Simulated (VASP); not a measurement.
Here is the system:

```
CELL_PARAMETERS angstrom
      2.20975    -6.22227     0.00000
      2.20975     6.22227     0.00000
      0.00000     0.00000     4.97176
ATOMIC_POSITIONS crystal
  Tl 0.38893 0.61107 0.75000
  Tl 0.61107 0.38893 0.25000
  Br 0.86326 0.13674 0.25000
  Br 0.13674 0.86326 0.75000
```

The numbers are results of PBEsol GGA, VASP's PBE PAW potentials (set 64) (plane waves; VASP), not measurements. Numerical set-up: 300 eV cut-off, 5×5×4 Γ-centred mesh, Gaussian smearing of 0.010 eV, potentials Tl_d Br.

At this cut-off the stress carries a Pulay error, which pulls relaxed volumes low.

Question: Estimate the energy per atom (σ→0), pressure.

Answer: 
| Quantity | Result |
|---|---|
| energy per atom (σ→0) | -3015 meV/atom |
| pressure | -1.46 GPa |

The structure comes from a computed database's TlBr entry (Cmcm); how it stands against other phases isn't given here. The cell was not relaxed at this level.
